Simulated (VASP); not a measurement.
These are PBE GGA with D3 dispersion (Becke-Johnson damping), VASP's PBE PAW potentials (set 64) (plane waves; VASP) values and carry that method's errors.

Input for VASP

File POSCAR:
```
BaF2
4.373280
  0.0000000000   0.7071067562   0.7071067562
  0.7071067562   0.0000000000   0.7071067562
  0.7071067562   0.7071067562   0.0000000000
Ba F
1 2
Cart
  0.0000000000   0.0000000000   0.0000000000
  0.3535533781   0.3535533781   0.3535533781
  1.0606601343   1.0606601343   1.0606601343
```

**INCAR**
```
# general
SYSTEM  = BaF2
PREC    = Accurate
ENCUT   = 520   # plane-wave cut-off (eV)
LREAL   = .FALSE.
LASPH   = .TRUE.   # aspherical one-centre terms

# electronic loop
EDIFF   = 1E-7   # SCF stop (eV)
NELM    = 100   # most electronic steps
ALGO    = Normal
LMAXMIX = 4

# smearing
ISMEAR  = 0
SIGMA   = 0.05   # width (eV)

# functional
GGA     = PE   # PBE
IVDW    = 12   # D3, Becke-Johnson

# ions
ISIF    = 2   # forces and stress, cell fixed

# output
LWAVE   = .FALSE.
LCHARG  = .FALSE.
```

File KPOINTS:
```
Automatic mesh
0
Gamma
6 6 6
0 0 0
```

POTCAR, in this order: Ba_sv F (PBE.64 set). Program: vasp_std.

### Question
Predict the energy per atom (σ→0), dispersion energy, pressure.

### Answer

```json
{
  "energy per atom (σ→0)": "-5.835 eV/atom",
  "dispersion_energy": "-0.404 eV",
  "pressure": "1.74 GPa"
}
```

### OSZICAR
```
...
DAV:  10    -0.171009807299E+02   -0.25341E-02   -0.39298E-03   520   0.467E-01    0.440E-02
DAV:  11    -0.171009874099E+02   -0.66800E-05   -0.43211E-04   696   0.166E-01    0.256E-02
DAV:  12    -0.171009959704E+02   -0.85605E-05   -0.97839E-05   512   0.744E-02    0.282E-03
DAV:  13    -0.171009966792E+02   -0.70882E-06   -0.24801E-06   712   0.114E-02    0.337E-03
DAV:  14    -0.171009969086E+02   -0.22935E-06   -0.69373E-08   408   0.219E-03    0.154E-03
DAV:  15    -0.171009970685E+02   -0.15992E-06   -0.32270E-07   512   0.432E-03    0.656E-04
DAV:  16    -0.171009970623E+02    0.61459E-08   -0.23601E-08   400   0.119E-03
   1 F= -.17505271E+02 E0= -.17505271E+02  d E =-.565458E-16
```

The compound is BaF2 in the fluorite structure. This cell is one point of a volume scan, at 0.97 of the reference volume.
